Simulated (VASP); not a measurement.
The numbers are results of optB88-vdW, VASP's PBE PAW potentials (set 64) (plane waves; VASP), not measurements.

VASP input:

### INCAR
```
SYSTEM = GaAs
PREC = Accurate; ENCUT = 520; LREAL = .FALSE.
LASPH = .TRUE.
EDIFF = 1E-7; NELM = 100; ALGO = Normal
LMAXMIX = 4
ISMEAR = 1; SIGMA = 0.1
GGA = BO; LUSE_VDW = .TRUE.; AGGAC = 0.0
PARAM1 = 0.1833333333; PARAM2 = 0.22
ISIF = 2
LWAVE = .FALSE.; LCHARG = .FALSE.
```

### POSCAR
```
GaAs
4.0197110
  0.0000000000   0.7071068633   0.7071068633
  0.7071068633   0.0000000000   0.7071068633
  0.7071068633   0.7071068633   0.0000000000
Ga As
1 1
Direct
  0.0000000000   0.0000000000   0.0000000000
  0.2500000000   0.2500000000   0.2500000000
```

### KPOINTS
```
K-points
0
gamma
11 11 11
```

POTCAR, in this order: Ga_d As (PBE.64 set). Program: vasp_std.

Q: What does the run give for the energy per atom (σ→0), pressure, band gap (on the k-mesh)?

A: 
```yaml
energy per atom (σ→0): -1.596 eV/atom
band gap (on the k-mesh): 0.24 eV
pressure: 1.98 GPa
```

### OSZICAR
```
...
DAV:   8    -0.319143748419E+01    0.40387E-03   -0.90693E-03  1694   0.130E+00    0.940E-02
DAV:   9    -0.319159587856E+01   -0.15839E-03   -0.99733E-04  1739   0.475E-01    0.472E-02
DAV:  10    -0.319162031908E+01   -0.24441E-04   -0.55875E-05  2089   0.896E-02    0.262E-02
DAV:  11    -0.319163935676E+01   -0.19038E-04   -0.21791E-05  1501   0.528E-02    0.165E-03
DAV:  12    -0.319163948921E+01   -0.13245E-06   -0.55583E-07  1826   0.125E-02    0.861E-04
DAV:  13    -0.319163961356E+01   -0.12435E-06   -0.15159E-07  1371   0.326E-03    0.338E-04
DAV:  14    -0.319163959957E+01    0.13994E-07   -0.36025E-09   853   0.761E-04
   1 F= -.31916396E+01 E0= -.31916704E+01  d E =0.925467E-04
```

The compound is GaAs in the zinc blende structure. This cell is one point of a volume scan, at 0.97 of the reference volume.
